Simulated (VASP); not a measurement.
Calculation: PBEsol GGA, VASP's PBE PAW potentials (set 64) (plane waves; VASP).

A VASP calculation is set up with these files.

### INCAR
```
LASPH=.TRUE.   ! aspherical one-centre terms
PSTRESS=300
LWAVE=.FALSE.
NSW=40   ! most ionic steps
LREAL=.FALSE.
IBRION=2   ! conjugate gradients
ALGO=Normal   ! blocked Davidson
SYSTEM=GaN
SIGMA=0.05
GGA=PS   ! PBEsol
LMAXMIX=4
EDIFFG=-0.02   ! ionic stop
ISMEAR=0
NELM=100
LCHARG=.FALSE.
PREC=Accurate
ISIF=3
EDIFF=1E-6
ENCUT=620   ! plane-wave cut-off (eV)
```

**KPOINTS**
```
Automatic mesh
0
Gamma
11 11 11
0 0 0
```

POSCAR:
```
GaN
1
    0.0000000000     2.1584169013     2.1584169013
    2.1584169013    -0.0000000000     2.1584169013
    2.1584169013     2.1584169013     0.0000000000
Ga N
1 1
Direct
  0.0000000000   0.0000000000   0.0000000000
  0.2500000000   0.2500000000   0.2500000000
```

POTCAR, in this order: Ga_d N (PBE.64 set). Program: vasp_std.

Output of the run:

### OUTCAR
```
 ion  position               nearest neighbor table
   1  0.000  0.000  0.000-   2 1.87   2 1.87   2 1.87   2 1.87
   2  0.250  0.250  0.250-   1 1.87   1 1.87   1 1.87   1 1.87
  LATTYP: Found a face centered cubic cell.
 ALAT       =     4.3168338026
 Subroutine PRICEL returns:
 Original cell was already a primitive cell.
 Subroutine GETGRP returns: Found 24 space group operations
The static configuration has the point symmetry T_d .
The dynamic configuration has the point symmetry T_d .
 Subroutine INISYM returns: Found 24 space group operations
 Subroutine IBZKPT returns following result:
 Found     56 irreducible k-points:

 Following reciprocal coordinates:
            Coordinates               Weight
  0.000000  0.000000  0.000000      1.000000
  0.090909  0.000000  0.000000      8.000000
  0.181818  0.000000  0.000000      8.000000
  0.272727  0.000000  0.000000      8.000000
  0.363636  0.000000  0.000000      8.000000
  0.454545  0.000000  0.000000      8.000000
  0.090909  0.090909  0.000000      6.000000
  0.181818  0.090909  0.000000     24.000000
  0.272727  0.090909  0.000000     24.000000
...
```

**OSZICAR**
```
       N       E                     dE             d eps       ncg     rms          rms(c)
DAV:   1     0.895719309148E+02    0.89572E+02   -0.10881E+04  1608   0.291E+03
DAV:   2    -0.769955008859E+01   -0.97271E+02   -0.92005E+02  1626   0.386E+02
DAV:   3    -0.148597716974E+02   -0.71602E+01   -0.71147E+01  1641   0.946E+01
DAV:   4    -0.149688668760E+02   -0.10910E+00   -0.10902E+00  1695   0.125E+01
DAV:   5    -0.149705093179E+02   -0.16424E-02   -0.16424E-02  1629   0.143E+00    0.774E+00
DAV:   6    -0.129382288586E+02    0.20323E+01   -0.51413E+00  2249   0.551E+01    0.269E+00
DAV:   7    -0.129271062993E+02    0.11123E-01   -0.41701E-01  1461   0.728E+00    0.176E+00
DAV:   8    -0.129068284565E+02    0.20278E-01   -0.46642E-02  1887   0.405E+00    0.495E-01
DAV:   9    -0.129038665045E+02    0.29620E-02   -0.13809E-02  2193   0.339E+00    0.122E-01
DAV:  10    -0.129039152982E+02   -0.48794E-04   -0.99704E-04  1728   0.537E-01    0.263E-02
DAV:  11    -0.129039156435E+02   -0.34532E-06   -0.79652E-05  2083   0.133E-01    0.162E-02
DAV:  12    -0.129039163984E+02   -0.75484E-06   -0.51724E-06  1616   0.300E-02
   1 F= -.91382082E+01 E0= -.91382082E+01  d E =-.913821E+01
```

### OUTCAR
```
------------------------ aborting loop because EDIFF is reached ----------------------------------------
  FORCE on cell =-STRESS in cart. coord.  units (eV):
  Direction    XX          YY          ZZ          XY          YZ          ZX
  --------------------------------------------------------------------------------------
  Total        3.7272377      3.7272377      3.7272377     -0.0000000      0.0000000      0.0000000
  in kB      296.9351969    296.9351969    296.9351969     -0.0000000      0.0000000      0.0000000
  external PRESSURE =      -3.0648031 kB  Pullay stress =     300.0000000 kB
  volume of cell :       20.11
      direct lattice vectors                 reciprocal lattice vectors
     0.000000000  2.158416901  2.158416901    -0.231651262  0.231651262  0.231651262
     2.158416901  0.000000000  2.158416901     0.231651262 -0.231651262  0.231651262
     2.158416901  2.158416901  0.000000000     0.231651262  0.231651262 -0.231651262
  FREE ENERGIE OF THE ION-ELECTRON SYSTEM (eV)
  ---------------------------------------------------
  free  energy   TOTEN  =       -12.9039163984 eV

  energy  without entropy=      -12.9039163984  energy(sigma->0) =      -12.90391640
  enthalpy is  TOTEN    =        -9.1382081717 eV   P V=        3.7657082267

 reached required accuracy - stopping structural energy minimisation
```
(Selected blocks of OUTCAR.)

OUTCAR:
```
 val. band max:        6.6695540253   @ k =   0.0000   0.0000   0.0000

 cond. band min:       9.1766048499   @ k =   0.0000   0.0000   0.0000


 Fermi energy:         6.8707926338

 k-point     1 :       0.0000    0.0000    0.0000
  band No.  band energies     occupation
      1     -10.4745      2.00000
      2      -6.9357      2.00000
      3      -6.9357      2.00000
      4      -6.9357      2.00000
      5      -6.4530      2.00000
      6      -6.4530      2.00000
      7       6.6696      2.00000
      8       6.6696      2.00000
      9       6.6696      2.00000
     10       9.1766      0.00000
     11      17.6820      0.00000
     12      17.6820      0.00000
     13      17.6820      0.00000

 k-point     2 :       0.0909    0.0000    0.0000
  band No.  band energies     occupation
      1     -10.3569      2.00000
      2      -6.9191      2.00000
      3      -6.9191      2.00000
      4      -6.9126      2.00000
      5      -6.4550      2.00000
      6      -6.4550      2.00000
      7       5.7482      2.00000
      8       6.5631      2.00000
      9       6.5631      2.00000
     10       9.8485      0.00000
     11      17.2503      0.00000
     12      17.8456      0.00000
     13      17.8456      0.00000

 k-point     3 :       0.1818    0.0000    0.0000
  band No.  band energies     occupation
      1     -10.0382      2.00000
      2      -6.8786      2.00000
      3      -6.8786      2.00000
      4      -6.8092      2.00000
      5      -6.4556      2.00000
      6      -6.4556      2.00000
      7       3.9909      2.00000
      8       6.2931      2.00000
      9       6.2931      2.00000
     10      10.8672      0.00000
     11      16.4892      0.00000
     12      18.1312      0.00000
     13      18.1312      0.00000

 k-point     4 :       0.2727    0.0000    0.0000
  band No.  band energies     occupation
      1      -9.6294      2.00000
      2      -6.8374      2.00000
      3      -6.8374      2.00000
...
```

The compound is GaN in the zinc blende structure, a metastable form; wurtzite is the usual one. It was relaxed first under an external pressure of 30 GPa.
